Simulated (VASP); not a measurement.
Calculation: vdW-DF2, VASP's PBE PAW potentials (set 64) (plane waves; VASP 6.6.1).

VASP ran on this input.

**INCAR**
```
# general
SYSTEM    =  NiSi2
PREC      =  Accurate
ENCUT     =  520   # plane-wave cut-off (eV)
LREAL     =  .FALSE.   # projection in real space or not
LASPH     =  .TRUE.   # aspherical one-centre terms

# electronic loop
EDIFF     =  1E-7   # SCF stop (eV)
NELM      =  100
ALGO      =  Normal   # blocked Davidson
LMAXMIX   =  4

# smearing
ISMEAR    =  -5

# functional
GGA       =  ML
LUSE_VDW  =  .TRUE.
AGGAC     =  0.0
ZAB_VDW   =  -1.8867

# ions
ISIF      =  2

# output
LWAVE     =  .FALSE.
LCHARG    =  .TRUE.
LORBIT    =  11
NEDOS     =  601   # DOS grid

# other
LEFG      =  .TRUE.
```

### POSCAR
```
NiSi2
1
    0.0000000000     2.7928685330     2.7928685330
    2.7928685330     0.0000000000     2.7928685330
    2.7928685330     2.7928685330     0.0000000000
Si Ni
2 1
Direct
  0.2500000000   0.2500000000   0.2500000000
  0.7500000000   0.7500000000   0.7500000000
  0.0000000000   0.0000000000   0.0000000000
```

KPOINTS:
```
Automatic mesh
0
Gamma
11 11 11
0 0 0
```

POTCAR, in this order: Si Ni (PBE.64 set). Program: vasp_std.

What VASP printed:

**OSZICAR**
```
       N       E                     dE             d eps       ncg     rms          rms(c)
DAV:   1     0.776595968193E+02    0.77660E+02   -0.80041E+03  1456   0.140E+03
DAV:   2    -0.681645877532E+01   -0.84476E+02   -0.80135E+02  1516   0.248E+02
DAV:   3    -0.110015022764E+02   -0.41850E+01   -0.40712E+01  1902   0.616E+01
DAV:   4    -0.110942508461E+02   -0.92749E-01   -0.92748E-01  1667   0.878E+00
DAV:   5    -0.110969877009E+02   -0.27369E-02   -0.27427E-02  1996   0.155E+00    0.136E+01
DAV:   6    -0.156181926687E+02   -0.45212E+01   -0.42979E+01  1582   0.163E+02    0.228E+01
DAV:   7    -0.980175577811E+01    0.58164E+01   -0.13146E+01  1751   0.103E+02    0.325E+00
DAV:   8    -0.972889819852E+01    0.72858E-01   -0.18922E+00  2129   0.230E+01    0.211E+00
DAV:   9    -0.970818572803E+01    0.20712E-01   -0.23663E-01  1762   0.990E+00    0.509E-01
DAV:  10    -0.970645432346E+01    0.17314E-02   -0.10192E-02  1984   0.200E+00    0.201E-01
DAV:  11    -0.970644286606E+01    0.11457E-04   -0.13142E-03  1717   0.349E-01    0.580E-02
DAV:  12    -0.970647619770E+01   -0.33332E-04   -0.74065E-05  1948   0.891E-02    0.245E-02
DAV:  13    -0.970644057174E+01    0.35626E-04   -0.31398E-05  2129   0.130E-01    0.732E-03
DAV:  14    -0.970644204544E+01   -0.14737E-05   -0.35879E-06  1706   0.168E-02    0.510E-03
DAV:  15    -0.970644468374E+01   -0.26383E-05   -0.33857E-07  1710   0.135E-02    0.184E-03
DAV:  16    -0.970644593685E+01   -0.12531E-05   -0.87723E-08  1108   0.551E-03    0.308E-04
DAV:  17    -0.970644597797E+01   -0.41115E-07   -0.38909E-08   988   0.218E-03
   1 F= -.97064460E+01 E0= -.97064460E+01  d E =0.000000E+00
```

OUTCAR:
```
------------------------ aborting loop because EDIFF is reached ----------------------------------------
  FORCE on cell =-STRESS in cart. coord.  units (eV):
  Direction    XX          YY          ZZ          XY          YZ          ZX
  --------------------------------------------------------------------------------------
  Total       -0.0007439     -0.0007439     -0.0007439      0.0000000     -0.0000000      0.0000000
  in kB       -0.0273546     -0.0273546     -0.0273546      0.0000000     -0.0000000      0.0000000
  external PRESSURE =      -0.0273546 kB  Pullay stress =       0.0000000 kB
  volume of cell :       43.57
      direct lattice vectors                 reciprocal lattice vectors
     0.000000000  2.792868533  2.792868533    -0.179027403  0.179027403  0.179027403
     2.792868533  0.000000000  2.792868533     0.179027403 -0.179027403  0.179027403
     2.792868533  2.792868533  0.000000000     0.179027403  0.179027403 -0.179027403
 POSITION                                       TOTAL-FORCE (eV/Angst)
 -----------------------------------------------------------------------------------
      1.39643      1.39643      1.39643         0.000000      0.000000      0.000000
      4.18930      4.18930      4.18930        -0.000000     -0.000000     -0.000000
      0.00000      0.00000      0.00000        -0.000000      0.000000      0.000000
 -----------------------------------------------------------------------------------
    total drift:                                0.000000     -0.000000     -0.000000
  FREE ENERGIE OF THE ION-ELECTRON SYSTEM (eV)
  ---------------------------------------------------
  free  energy   TOTEN  =        -9.7064459780 eV

  energy  without entropy=       -9.7064459780  energy(sigma->0) =       -9.70644598

 total charge

# of ion       s       p       d       tot
------------------------------------------
    1        0.770   0.789   0.000   1.559
    2        0.770   0.789   0.000   1.559
    3        0.508   0.653   8.433   9.593
--------------------------------------------------
tot          2.048   2.231   8.433  12.712

 Electric field gradients after diagonalization (V/A^2)
 (convention: |V_zz| > |V_xx| > |V_yy|)
----------------------------------------------------------------------
 ion       V_xx      V_yy      V_zz     asymmetry (V_yy - V_xx)/ V_zz
----------------------------------------------------------------------
   1       0.000     0.000    -0.000       0.000
   2       0.000     0.000    -0.000       0.000
   3      -0.003    -0.003     0.005       0.000
```
(Selected blocks of OUTCAR.)

For a metal the tetrahedron method with Blöchl corrections gives inexact stress and forces.

The compound is NiSi2 in the fluorite structure. It was relaxed first, which changed the volume by +10 %. The run is not spin-polarised, so no magnetic state was tried.
